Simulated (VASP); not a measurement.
Here is the system:

```
CELL_PARAMETERS angstrom
      0.00000     3.11587     3.11587
      3.11587     0.00000     3.11587
      3.11587     3.11587     0.00000
ATOMIC_POSITIONS crystal
  Cd 0.00000 0.00000 0.00000
  Se 0.25000 0.25000 0.25000
```

Calculation: RPBE GGA, VASP's PBE PAW potentials (set 64) (plane waves; VASP). Settings: 520 eV cut-off, 7×7×7 Γ-centred mesh, Gaussian smearing of 0.050 eV, potentials Cd Se.

### Question
Estimate the energy per atom (σ→0), pressure, band gap (on the k-mesh) with the smallest direct gap where there is one.

### Answer

* **band gap (on the k-mesh)**: 0.63 eV
* **smallest direct gap (on the k-mesh)**: 0.63 eV
* **energy per atom (σ→0)**: -2.436 eV/atom
* **pressure**: 1.27 GPa

Total energies compare only between runs with the same potentials, cut-off and functional.

The compound is CdSe in the zinc blende structure, whereas wurtzite is the usual form. This cell is one point of a volume scan, at 0.97 of the reference volume.
